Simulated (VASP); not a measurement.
Consider the following.

```
CELL_PARAMETERS angstrom
      4.11767     2.05669     2.05669
      2.05669     4.11767     2.05669
      2.05669     2.05669     4.11767
ATOMIC_POSITIONS crystal
  Ni 0.00000 0.00000 0.00000
  Ni 0.50000 0.50000 0.50000
  O  0.25000 0.25000 0.25000
  O  0.75000 0.75000 0.75000
```
Starting moments (μB, in the order of the record's atoms Ni Ni O O): 1.3 -1.3 0.0 0.0.

Calculation: PBEsol GGA, VASP's PBE PAW potentials (set 64) (plane waves; VASP). Numerical set-up: 600 eV cut-off, 8×8×8 Γ-centred mesh, Gaussian smearing of 0.050 eV, potentials Ni O.

Predict the cell moment, energy per atom (σ→0).

The cell moment comes out as 0.00 μB and the energy per atom (σ→0) comes out as -6.327 eV/atom.

Give the moment on each site (PAW-sphere projection).

```tsv
site	moment (μB)
Ni1	1.26
Ni2	-1.26
O3	0.00
O4	0.00
```

Total energies compare only between runs with the same potentials, cut-off and functional.

The compound is NiO in the rock salt, AFM-II order structure. It was relaxed first.
